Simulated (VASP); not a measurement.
Crystal: Mn2C.

```
Mn C
1.0
     0.00000    2.50088    2.50088
     2.50088    0.00000    2.50088
     2.50088    2.50088    0.00000
Mn C
2 1
Direct
  0.25000 0.25000 0.25000
  0.75000 0.75000 0.75000
  0.00000 0.00000 0.00000
```

The cell was built by a generator and needn't be a form met in nature.

```yaml
Program: VASP 6.6.1
Task: relaxation of cell and atoms
Functional: PBE
Potentials_or_basis: VASP PAW PBE potentials, release 64 (Mn_pv, C)
Cutoff: 520 eV
k_mesh: 7 × 7 × 7
Occupations: gaussian, width 0.15 eV
Spin: collinear spin, ferromagnetic start
Starting_moments: "[4.0, 4.0, 0.0] μB"
```

At the start: pressure -11.4 GPa; volume 10.43 Å³/atom.

Question: Where does the relaxation end?

Answer: Over 3 steps the energy falls by 20.2 meV/atom and the volume is 9.88 Å³/atom (-5.2 %); space group Fm-3m (No. 225, to 0.05 Å); moment 4.34 μB per cell.

Step by step:
| step | energy change (eV) | largest force (eV/Å) | pressure (GPa) | volume (Å³) |
| --- | --- | --- | --- | --- |
| 1 | 0.0000 | 0.0000 | -11.36 | 31.28 |
| 2 | -0.0011 | 0.0000 | 12.00 | 28.05 |
| 3 | -0.0605 | 0.0000 | 0.36 | 29.65 |

Final structure:
```cif
data_structure
_symmetry_space_group_name_H-M 'P 1'
_symmetry_Int_Tables_number 1
_cell_length_a 3.4741
_cell_length_b 3.4741
_cell_length_c 3.4741
_cell_angle_alpha 60.000
_cell_angle_beta 60.000
_cell_angle_gamma 60.000
_cell_volume 29.65
loop_
_atom_site_label
_atom_site_type_symbol
_atom_site_fract_x
_atom_site_fract_y
_atom_site_fract_z
_atom_site_occupancy
Mn1 Mn 0.25000 0.25000 0.25000 1
Mn2 Mn 0.75000 0.75000 0.75000 1
C1 C 0.00000 0.00000 0.00000 1
```
